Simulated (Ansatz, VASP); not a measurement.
**H4RuCl: VASP beside Ansatz**

Contents of INCAR:

```
PREC = Accurate ; ENCUT = 600
EDIFF = 1E-7 ; ISMEAR = 0
SIGMA = 0.1 ; LREAL = F
LASPH = T ; NELM = 60
ALGO = Normal ; ISIF = 3
LWAVE = F ; LCHARG = F
GGA = PE ; IBRION = 2
NSW = 90 ; EDIFFG = -0.04
```

Contents of KPOINTS:

```
regular mesh
0
Gamma
  6 6 6
```

The input POSCAR:

```
H4RuCl
1.0
    0.0000000000      2.8535493971      2.8535493971
    2.8535493971      0.0000000000      2.8535493971
    2.8535493971      2.8535493971      0.0000000000
H Ru Cl
4 1 1
Direct
    0.6613427347      0.6613427347      0.0159717960
    0.6613427347      0.0159717960      0.6613427347
    0.0159717960      0.6613427347      0.6613427347
    0.6613427347      0.6613427347      0.6613427347
    0.0000000000      0.0000000000      0.0000000000
    0.2500000000      0.2500000000      0.2500000000
```

Input for Ansatz:

```yaml
crystal:
  lattice:
    - [0.0, 2.8535493971, 2.8535493971]
    - [2.8535493971, 0.0, 2.8535493971]
    - [2.8535493971, 2.8535493971, 0.0]
  atoms:
    - { symbol: H, position: [0.6613427347, 0.6613427347, 0.015971796] }
    - { symbol: H, position: [0.6613427347, 0.015971796, 0.6613427347] }
    - { symbol: H, position: [0.015971796, 0.6613427347, 0.6613427347] }
    - { symbol: H, position: [0.6613427347, 0.6613427347, 0.6613427347] }
    - { symbol: Ru, position: [0.0, 0.0, 0.0] }
    - { symbol: Cl, position: [0.25, 0.25, 0.25] }
basis:
  ecutwfc: 420
kpoints:
  mp_grid: { grid: [6, 6, 6] }
hamiltonian:
  xc: pbe
scf:
  occupations: { method: gaussian, width: 0.1 }
  lower_state_search: "off"
output:
  forces: true
  stress: true
  eigenvalues: true
relax:
  adjacent_minimum: "off"
  f_tol: 0.04
  max_steps: 70
  cell: { stress_tol: 0.4 }
```

Change from the starting cell: species swapped into the CaErAl4 type (F-43m, No. 216).

Alike in both runs: task relaxation of cell and atoms; functional PBE; k mesh 6 × 6 × 6; occupations gaussian, width 0.1 eV; no spin polarisation.

|  | VASP | Ansatz |
| --- | --- | --- |
| version | VASP 6.6.1 | Ansatz 0.2.0 |
| potentials or method | VASP PAW PBE potentials, release 64 (H, Ru_pv, Cl) | scalar-relativistic, plane waves, PAW |
| plane-wave cutoff (eV) | 600 | 420 |
| valence electrons in the cell | 25 | 27 |

|  | VASP | Ansatz | Ansatz less VASP |
| --- | --- | --- | --- |
| gap on the k mesh at the Fermi level, each at its own relaxed structure (eV) | none | none | - |
| relaxed volume (Å³/atom) | 7.75 | 7.75 | 0.000 |
| relaxed cell length with the largest relative difference (Å) | 4.036 | 4.036 | 0.0000 |

A gap of «none» marks a metal or a gap that the smearing closes. The two sets of potentials don't hold the same shells in valence.

Caveats: the relaxation stopped at its first step, so nothing moved; an odd number of electrons without spin polarisation forces a metal; a magnetic or distorted state may lie lower.
